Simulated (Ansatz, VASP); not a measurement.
# ZrSi2P4 (ZrSi2P4 bilayer, AA') in two plane-wave programs, part 2 of 3

One calculation is typed for both programs; each brings its own data sets. How far apart do they land? Of the first pair: The structure shown is the start of the Ansatz relaxation below; VASP solves that cell, so the two are compared at the walk's first step.

VASP 6.6.1 and Ansatz 0.2.0.

So far: The structure; Ansatz: relaxation, r2SCAN with D4.

**3. VASP: single point, r2SCAN with D4, start cell, pair 1**

Level of this step: r2SCAN with D4; plane waves and PAW (P, Si, Zr_sv) (VASP).

The same cell, functional, mesh and smearing now go to VASP, with its own data sets.

Lines of VASP's logs that name or quote its potential files are left out, and so is its time.

INCAR reads:

```
SYSTEM = ZrSi2P4
PREC = Accurate
ENCUT = 440
EDIFF = 1E-06
NELM = 300
ISMEAR = -1
SIGMA = 0.05
LREAL = .FALSE.
ALGO = Normal
METAGGA = R2SCAN
IVDW = 13
VDW_S6 = 1
VDW_S8 = 0.6018749
VDW_A1 = 0.51559235
VDW_A2 = 5.77342911
LASPH = .TRUE.
NBANDS = 54
LORBIT = 11
LWAVE = .FALSE.
LCHARG = .FALSE.
ISIF = 2
LDIPOL = .TRUE.
IDIPOL = 3
DIPOL = 0.5 0.5 0.5
LVHAR = .TRUE.
GGA_COMPAT = .FALSE.
EFERMI = MIDGAP
NELMDL = -8
LMIXTAU = .TRUE.
KPAR = 4
AMIX = 0.1
BMIX = 1E-04
```

POSCAR reads:

```
ZrSi2P4
1.0
    3.4800000000      0.0000000000      0.0000000000
   -1.7400000000      3.0137680000      0.0000000000
    0.0000000000      0.0000000000     72.9750580000
P Si Zr
8 4 2
Direct
    0.0000000000      0.0000000000      0.3562861163
    0.3333333886      0.6666667773      0.3940310400
    0.3333333886      0.6666667773      0.4403297768
    0.0000000000      0.0000000000      0.4780747005
    0.3333333886      0.6666667773      0.5219252995
    0.0000000000      0.0000000000      0.5596702232
    0.0000000000      0.0000000000      0.6059689600
    0.3333333886      0.6666667773      0.6437138837
    0.3333333886      0.6666667773      0.3651170514
    0.3333333886      0.6666667773      0.4692437655
    0.0000000000      0.0000000000      0.5307562345
    0.0000000000      0.0000000000      0.6348829486
    0.0000000000      0.0000000000      0.4171804153
    0.3333333886      0.6666667773      0.5828195984
```

KPOINTS reads:

```
Automatic mesh
0
Gamma
12 12 1
0 0 0
```

The projector-augmented-wave data sets are P, Si and Zr_sv (PBE family, release 64).

Started as:

```console
mpirun -np 4 vasp_std
```

Numbers of over 12 decimals in the logs are rounded to 6 here.

What it wrote:

```text
[banner, memory and clock lines left out]
running    4 mpi-ranks, on    1 nodes
 distrk:  each k-point on    1 cores,    4 groups
 distr:  one band on    1 cores,    1 groups

 POSCAR found type information on POSCAR P SiZr
 POSCAR found :  3 types and      14 ions
|                                                                             |
|               ----> ADVICE to this user running VASP <----                  |
|                                                                             |
|     You enforced a specific xc type in the INCAR file but a different       |
|     [... a line on the potential file left out ...]
|     I HOPE YOU KNOW WHAT YOU ARE DOING!                                     |
|                                                                             |

 LDA part: xc-table for (None), standard interpolation
|                                                                             |
|           W    W    AA    RRRRR   N    N  II  N    N   GGGG   !!!           |
|           W    W   A  A   R    R  NN   N  II  NN   N  G    G  !!!           |
|           W    W  A    A  R    R  N N  N  II  N N  N  G       !!!           |
|           W WW W  AAAAAA  RRRRR   N  N N  II  N  N N  G  GGG   !            |
|           WW  WW  A    A  R   R   N   NN  II  N   NN  G    G                |
|           W    W  A    A  R    R  N    N  II  N    N   GGGG   !!!           |
|                                                                             |
|     One of the lattice vectors is very long (>50 A), but AMIN is rather     |
|     large. This can spoil convergence since charge sloshing might occur     |
|     along the long lattice vector. If problems with convergence are         |
|     observed, try to decrease AMIN to a smaller value (e.g. 0.01).          |
|     Note: This warning only applies if the self-consistency cycle is        |
|     used.                                                                   |
|                                                                             |

 POSCAR, INCAR and KPOINTS ok, starting setup
 FFT: planning ... GRIDC
 FFT: planning ... GRID_SOFT
 FFT: planning ... GRID
 WAVECAR not read
 entering main loop
       N       E                     dE             d eps       ncg     rms          rms(c)
DAV:   1     0.518747413849E+03    0.51875E+03   -0.29436E+04  2332   0.101E+03
DAV:   2    -0.109558389191E+03   -0.62831E+03   -0.61087E+03  2794   0.258E+02
DAV:   3    -0.173290499884E+03   -0.63732E+02   -0.62714E+02  2564   0.770E+01
DAV:   4    -0.179123637504E+03   -0.58331E+01   -0.57731E+01  3704   0.192E+01
DAV:   5    -0.179325589045E+03   -0.20195E+00   -0.20185E+00  2984   0.328E+00
DAV:   6    -0.179330398385E+03   -0.48093E-02   -0.48084E-02  3128   0.598E-01
DAV:   7    -0.179330602480E+03   -0.20410E-03   -0.20407E-03  3280   0.111E-01
DAV:   8    -0.179330610371E+03   -0.78905E-05   -0.78896E-05  3168   0.213E-02    0.312E+01
DAV:   9    -0.161263774586E+03    0.18067E+02   -0.21769E+00  3432   0.686E+00    0.261E+01
DAV:  10    -0.150456798407E+03    0.10807E+02   -0.17923E+01  2468   0.175E+01    0.132E+01
DAV:  11    -0.150923745179E+03   -0.46695E+00   -0.12119E+00  2602   0.446E+00    0.116E+01
DAV:  12    -0.153315139661E+03   -0.23914E+01   -0.10805E+00  3168   0.434E+00    0.824E+00
DAV:  13    -0.156636760489E+03   -0.33216E+01   -0.80134E+00  2806   0.137E+01    0.577E+00
DAV:  14    -0.155257409677E+03    0.13794E+01   -0.18399E+01  3114   0.145E+01    0.340E+00
[...]
DAV:  37    -0.154636897764E+03   -0.13706E-04   -0.58202E-05  2720   0.463E-02    0.707E-02
DAV:  38    -0.154636888472E+03    0.92925E-05   -0.55240E-05  2544   0.331E-02    0.560E-02
DAV:  39    -0.154636886567E+03    0.19047E-05   -0.28049E-05  2736   0.321E-02    0.605E-02
DAV:  40    -0.154636888921E+03   -0.23537E-05   -0.14993E-05  2236   0.116E-02    0.689E-02
DAV:  41    -0.154636890299E+03   -0.13788E-05   -0.31082E-07  1674   0.304E-03    0.706E-02
DAV:  42    -0.154636900992E+03   -0.10693E-04   -0.50705E-06  2440   0.138E-02    0.858E-02
DAV:  43    -0.154636912803E+03   -0.11811E-04   -0.11413E-05  2424   0.116E-02    0.105E-01
DAV:  44    -0.154636912918E+03   -0.11570E-06   -0.15437E-06  1664   0.430E-03
   1 F= -.15637774E+03 E0= -.15636329E+03  d E =-.289009E-01
```

From OUTCAR (step 3):

```text
ion  position               nearest neighbor table
   1  0.000  0.000  0.356-   9 2.11   9 2.11   9 2.11
   2  0.333  0.667  0.394-   9 2.11  13 2.62  13 2.62  13 2.63
   3  0.333  0.667  0.440-  10 2.11  13 2.62  13 2.62  13 2.62
   4  0.000  0.000  0.478-  10 2.11  10 2.11  10 2.11
   5  0.333  0.667  0.522-  11 2.11  11 2.11  11 2.11
   6  0.000  0.000  0.560-  11 2.11  14 2.62  14 2.62  14 2.63
   7  0.000  0.000  0.606-  12 2.11  14 2.62  14 2.62  14 2.62
   8  0.333  0.667  0.644-  12 2.11  12 2.11  12 2.11
   9  0.333  0.667  0.365-   1 2.11   1 2.11   2 2.11   1 2.11
  10  0.333  0.667  0.469-   4 2.11   4 2.11   3 2.11   4 2.11
  11  0.000  0.000  0.531-   5 2.11   5 2.11   6 2.11   5 2.11
  12  0.000  0.000  0.635-   8 2.11   8 2.11   7 2.11   8 2.11
  13  0.000  0.000  0.417-   3 2.62   3 2.62   3 2.62   2 2.62   2 2.62   2 2.63
  14  0.333  0.667  0.583-   7 2.62   7 2.62   7 2.62   6 2.62   6 2.62   6 2.63

  LATTYP: Found a hexagonal cell.
 ALAT       =     3.4800000000
 C/A-ratio  =    20.9698442529

 Subroutine GETGRP returns: Found 12 space group operations
 (whereof  6 operations were pure point group operations)

The static configuration has the point symmetry C_3v.
 The point group associated with its full space group is D_3d.

 Found     19 irreducible k-points:

   k-points           NKPTS =     19   k-points in BZ     NKDIM =     19   number of bands    NBANDS=     54

   dimension x,y,z NGX =    24 NGY =   24 NGZ =  500
   dimension x,y,z NGXF=    48 NGYF=   48 NGZF= 1000

   ENCUT  =  440.0 eV  32.34 Ry    5.69 a.u.   5.95  5.95124.81*2*pi/ulx,y,z

   NELECT =      80.0000    total number of electrons

 k-points in reciprocal lattice and weights: Automatic mesh
   0.00000000  0.00000000  0.00000000       0.007
   0.08333333  0.00000000  0.00000000       0.042
   0.16666667  0.00000000  0.00000000       0.042
   0.25000000  0.00000000  0.00000000       0.042
   0.33333333 -0.00000000  0.00000000       0.042
   0.41666667  0.00000000  0.00000000       0.042
   0.50000000  0.00000000  0.00000000       0.021
   0.08333333  0.08333333  0.00000000       0.042
   0.16666667  0.08333333  0.00000000       0.083
[...]
0.33333333  0.25000000  0.00000000       0.083
   0.33333333  0.33333333  0.00000000       0.014

 dipolmoment           0.000000      0.000000      0.000030 electrons x Angstroem

 average (electrostatic) potential at core
       1 -92.7271       2 -91.5615       3 -91.5668       4 -92.7736       5 -92.7735
       6 -91.5666       7 -91.5612       8 -92.7266       9 -94.2993      10 -94.3231
      11 -94.3230      12 -94.2989      13 -89.5967      14 -89.5965

 E-fermi :  -1.0286

 k-point     1 :       0.0000    0.0000    0.0000
  band No.  band energies     occupation
    ...
     32      -1.9348      2.00000
     33      -1.9348      2.00000
     34      -1.9327      2.00000
     35      -1.9327      2.00000
     36      -1.7249      2.00000
     37      -0.9103      0.17191
     38      -0.9103      0.17190
     39      -0.9078      0.16403
     40      -0.9078      0.16402
     41      -0.6295      0.00068
    ...

 k-point     2 :       0.0833    0.0000    0.0000
  band No.  band energies     occupation
    ...
     36      -1.7332      2.00000
     37      -1.1875      1.92006
     38      -1.1757      1.89978
     39      -1.0565      1.27252
     40      -1.0523      1.23285
     41      -0.5514      0.00014
     42      -0.4012      0.00001
     43       0.9503      0.00000
     44       1.0678      0.00000
     45       1.1011      0.00000
    ...

 k-point     3 :       0.1667    0.0000    0.0000
  band No.  band energies     occupation
    ...
     36      -1.6393      1.99999
     37      -1.6207      1.99999
     38      -1.6163      1.99998
     39      -1.4179      1.99917
     40      -1.4117      1.99906
     41      -0.6164      0.00053
     42      -0.5872      0.00029
     43       0.5618      0.00000
     44       0.7402      0.00000
     45       0.7468      0.00000
    ...

  DFT-D4 for vdW energy calculation

  Edisp (eV):   -1.74083

  Total      25.43997    25.43997    23.09508    -0.00000    -0.00000    -0.00000
  in kB      53.25541    53.25539    48.34666    -0.00000    -0.00000    -0.00000
  external pressure =       51.62 kB  Pullay stress =        0.00 kB

  energy-cutoff  :      440.00
  volume of cell :      765.36
      direct lattice vectors                 reciprocal lattice vectors
     3.480000000  0.000000000  0.000000000     0.287356322  0.165905272  0.000000000
    -1.740000000  3.013768000  0.000000000     0.000000000  0.331810544  0.000000000
     0.000000000  0.000000000 72.975058000     0.000000000  0.000000000  0.013703312

 POSITION                                       TOTAL-FORCE (eV/Angst)
 -----------------------------------------------------------------------------------
      0.00000      0.00000     26.00000        -0.000000     -0.000000     -3.538862
     -0.00000      2.00918     28.75444         0.000000      0.000000      2.888563
     -0.00000      2.00918     32.13309         0.000000      0.000000     -2.891569
      0.00000      0.00000     34.88753        -0.000000     -0.000000      3.387637
     -0.00000      2.00918     38.08753        -0.000000      0.000000     -3.387637
      0.00000      0.00000     40.84197        -0.000000     -0.000000      2.891569
      0.00000      0.00000     44.22062        -0.000000     -0.000000     -2.888563
     -0.00000      2.00918     46.97506         0.000000      0.000000      3.538862
     -0.00000      2.00918     26.64444        -0.000000      0.000000      1.337017
     -0.00000      2.00918     34.24309        -0.000000     -0.000000     -1.348609
      0.00000      0.00000     38.73197         0.000000      0.000000      1.348609
      0.00000      0.00000     46.33062        -0.000000     -0.000000     -1.337017
      0.00000      0.00000     30.44377        -0.000000      0.000000      0.028297
     -0.00000      2.00918     42.53129         0.000000     -0.000000     -0.028297
 -----------------------------------------------------------------------------------
    total drift:                               -0.000003     -0.000867      0.002493

  FREE ENERGIE OF THE ION-ELECTRON SYSTEM (eV)
  ---------------------------------------------------
  free  energy   TOTEN  =      -156.3777393415 eV

  energy  without entropy=     -156.3488384264  energy(sigma->0) =     -156.36328888

 vacuum level on the upper side and lower side of the slab         4.171         4.170

 total charge
# of ion       s       p       d       tot
------------------------------------------
    1        1.009   1.699   0.000   2.708
    2        1.023   1.607   0.000   2.630
    3        1.023   1.606   0.000   2.629
    4        1.011   1.695   0.000   2.707
    5        1.011   1.695   0.000   2.707
    6        1.023   1.606   0.000   2.629
    7        1.023   1.607   0.000   2.630
    8        1.009   1.699   0.000   2.708
    9        0.730   1.029   0.000   1.759
   10        0.731   1.029   0.000   1.760
   11        0.731   1.029   0.000   1.760
   12        0.730   1.029   0.000   1.759
   13        2.163   6.009   1.636   9.808
   14        2.163   6.009   1.636   9.808
--------------------------------------------------
tot         15.382  29.347   3.272  48.001

[... 3 further parts left out ...]
```

**4. Side by side**

Known differences besides the potentials themselves: VASP keeps PBE cores, Ansatz makes them for the functional; Ansatz cuts the interaction across the vacuum, VASP repeats the sheet with a dipole correction; the cutoff is 500 eV in Ansatz and 440 eV in VASP. Total energies have different zeros and are not compared.

Forces on 7 of the 14 atoms, those with the largest forces and the largest differences (eV/Å; atoms numbered as in POSCAR):

| atom | Ansatz x, y, z | VASP x, y, z |
| --- | --- | --- |
| P1 | 0.000, 0.000, -3.572 | 0.000, 0.000, -3.539 |
| P2 | 0.000, 0.000, 2.928 | 0.000, 0.000, 2.889 |
| P3 | 0.000, 0.000, -2.919 | 0.000, 0.000, -2.892 |
| P4 | 0.000, 0.000, 3.425 | 0.000, 0.000, 3.388 |
| P5 | 0.000, 0.000, -3.425 | 0.000, 0.000, -3.388 |
| P7 | 0.000, 0.000, -2.928 | 0.000, 0.000, -2.889 |
| P8 | 0.000, 0.000, 3.572 | 0.000, 0.000, 3.539 |

The forces differ by 16 meV/Å r.m.s., which is 1.1 % of the r.m.s. force of 1.453 eV/Å (both taken over all components). VASP's last cycles still show a density residual of 1e-02, so its state may not be settled. With vacuum in the cell, a pressure given here is an average over mostly empty space and none of the material.

(Part 2 of 3 ends here.)

[Lines on the potential files, build, host, timing and source positions are cut from VASP's logs without a mark.]

[Logs are printed without paths, hosts, clocks, repeated set-up lines and the standing remarks that a program may print on its own settings, such as how far it seeks lower states.]

[Hosts, paths, dates, database ids (printed as entryN), source tags and the programs' standing remarks are cut or masked in the printed files.]
